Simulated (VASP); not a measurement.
Input of a VASP 6.6.1 run:

INCAR

```
SYSTEM = N
PREC = Accurate
ENCUT = 520
EDIFF = 1E-6
ISMEAR = 0
SIGMA = 0.1
LREAL = .FALSE.
LASPH = .TRUE.
NELM = 80
ALGO = Fast
ISIF = 2
LWAVE = .FALSE.
LCHARG = .TRUE.
LELF = .TRUE.
LVHAR = .TRUE.
NBANDS = 12
```

Contents of KPOINTS:

```
Automatic mesh
0
G
  6 6 4
  0 0 0
```

POSCAR

```
N
1.0
    3.6290016496      0.0000000000      0.0000000000
   -1.8145008248      3.1428076190      0.0000000000
    0.0000000000      0.0000000000      5.8900000000
N
2
Direct
    0.3333333333      0.6666666667      0.2500000000
    0.6666666667      0.3333333333      0.7500000000
```

Potentials or basis: VASP PAW LDA potentials, release 64 (N).

Run with:

```console
$ cat potpaw_LDA.64/N/POTCAR > POTCAR
$ mpirun -np 1 vasp_std > vasp.out
```

Problem. Predict the band gap on the k mesh.

Solution. None (metal or under the smearing width).

Problem. Predict the pressure.

Solution. -8.5 GPa.

Stress tensor (GPa, compression positive):
```
-8.51  0.00  0.00
 0.00 -8.51  0.00
 0.00  0.00 -8.62
```
